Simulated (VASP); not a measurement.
Level of theory: PBEsol GGA, VASP's PBE PAW potentials (set 64) (plane waves; VASP).

VASP ran on this input.

File KPOINTS:
```
Automatic mesh
0
Gamma
7 7 4
0 0 0
```

**INCAR**
```
ALGO = Normal
EDIFF = 1E-6
EDIFFG = -0.02
ENCUT = 500
GGA = PS
IBRION = 2
ISIF = 3
ISMEAR = 0
LASPH = .TRUE.
LCHARG = .FALSE.
LMAXMIX = 4
LREAL = .FALSE.
LWAVE = .FALSE.
NELM = 100
NSW = 40
PREC = Accurate
PSTRESS = 50
SIGMA = 0.05
SYSTEM = ZnS
```

File POSCAR:
```
ZnS
1.0
  1.8576796516  -3.2175954981   0.0000000000
  1.8576796516   3.2175954981   0.0000000000
  0.0000000000   0.0000000000   6.0974082503
Zn S
2 2
Cart
  1.8576796516  -1.0725339778   3.0512702572
  1.8576796516   1.0725339778   0.0025661321
  1.8576796516  -1.0725339778   5.3326660869
  1.8576796516   1.0725339778   2.2839619618
```

POTCAR, in this order: Zn S (PBE.64 set). Program: vasp_std.

Output of the run:

### OSZICAR
```
       N       E                     dE             d eps       ncg     rms          rms(c)
DAV:   1     0.231169621678E+03    0.23117E+03   -0.17144E+04  1056   0.194E+03
DAV:   2     0.515958823648E+01   -0.22601E+03   -0.22030E+03  1122   0.377E+02
DAV:   3    -0.154661356105E+02   -0.20626E+02   -0.20548E+02  1266   0.118E+02
DAV:   4    -0.159346610715E+02   -0.46853E+00   -0.46810E+00  1206   0.186E+01
DAV:   5    -0.159435971238E+02   -0.89361E-02   -0.89350E-02  1294   0.247E+00    0.114E+01
DAV:   6    -0.150901082821E+02    0.85349E+00   -0.22861E+00  1376   0.497E+01    0.860E+00
DAV:   7    -0.151298258875E+02   -0.39718E-01   -0.22142E+00  1080   0.891E+00    0.347E+00
DAV:   8    -0.151044606209E+02    0.25365E-01   -0.94539E-02  1472   0.435E+00    0.114E+00
DAV:   9    -0.151028051617E+02    0.16555E-02   -0.33005E-02  1488   0.273E+00    0.292E-01
DAV:  10    -0.151028745697E+02   -0.69408E-04   -0.12053E-03  1256   0.466E-01    0.221E-01
DAV:  11    -0.151029680797E+02   -0.93510E-04   -0.22106E-04  1428   0.248E-01    0.567E-02
DAV:  12    -0.151029814010E+02   -0.13321E-04   -0.77188E-05  1260   0.634E-02    0.276E-02
DAV:  13    -0.151029820501E+02   -0.64902E-06   -0.16019E-06   842   0.103E-02
   1 F= -.12828215E+02 E0= -.12828215E+02  d E =-.128282E+02
```

OUTCAR:
```
------------------------ aborting loop because EDIFF is reached ----------------------------------------
  FORCE on cell =-STRESS in cart. coord.  units (eV):
  Direction    XX          YY          ZZ          XY          YZ          ZX
  --------------------------------------------------------------------------------------
  Total        2.2321438      2.2321437      2.2896597      0.0000000      0.0000000      0.0000000
  in kB       49.0631253     49.0631240     50.3273405      0.0000000      0.0000000      0.0000000
  external PRESSURE =      -0.5154701 kB  Pullay stress =      50.0000000 kB
  volume of cell :       72.89
      direct lattice vectors                 reciprocal lattice vectors
     1.857679652 -3.217595498  0.000000000     0.269152972 -0.155395543  0.000000000
     1.857679652  3.217595498  0.000000000     0.269152972  0.155395543  0.000000000
     0.000000000  0.000000000  6.097408250     0.000000000  0.000000000  0.164004108
  FREE ENERGIE OF THE ION-ELECTRON SYSTEM (eV)
  ---------------------------------------------------
  free  energy   TOTEN  =       -15.1029820501 eV

  energy  without entropy=      -15.1029820501  energy(sigma->0) =      -15.10298205
  enthalpy is  TOTEN    =       -12.8282148303 eV   P V=        2.2747672198

 reached required accuracy - stopping structural energy minimisation
```
(Selected blocks of OUTCAR.)

The compound is ZnS in the wurtzite structure, the high-temperature form. It was relaxed first under an external pressure of 5 GPa.
